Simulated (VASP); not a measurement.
OCH4, in a box:

```
O C H
1.0
    12.77228    0.00000    0.00000
     0.00000   13.27228    0.00000
     0.00000    0.00000   13.77228
O C H
1 1 4
Cartesian
  7.4265 6.5796 6.6117
  6.0145 6.6173 6.8301
  7.8613 7.0988 7.3091
  5.7278 6.1672 7.7976
  5.5615 6.0228 6.0263
  5.6086 7.6435 6.7734
```

Base run:

- Program: VASP 6.6.1
- Functional: RPBE
- Dispersion: D3(BJ)
- Potentials or basis: VASP PAW PBE potentials, release 64 (O, C, H)
- Cutoff: 400 eV
- k mesh: 1 × 1 × 1
- Occupations: gaussian, width 0.01 eV
- Spin: no spin polarisation

Its results: gap between the frontier levels 5.47 eV; largest force 0.278 eV/Å.

**Question.** After a change of settings the same cell gave: gap between the frontier levels 7.10 eV; largest force 0.659 eV/Å. Which change was it?
A. functional from RPBE to rev-vdW-DF2; dispersion from D3(BJ) to none
B. functional from RPBE to optB86b-vdW; dispersion from D3(BJ) to none
C. functional from RPBE to PBEsol; dispersion from D3(BJ) to none
D. functional from RPBE to HSE06; further incar settings from ALGO = Fast; EDIFF = 1e-06; NBANDS = 16; ISYM = 0 to ALGO = Damped; EDIFF = 1e-06; NBANDS = 16; ISYM = 0

**Answer.** D.

Caveats: the PAW data sets were made with another functional, which shifts forces and pressure a little.

Runs at the PBE level aren't shown here.
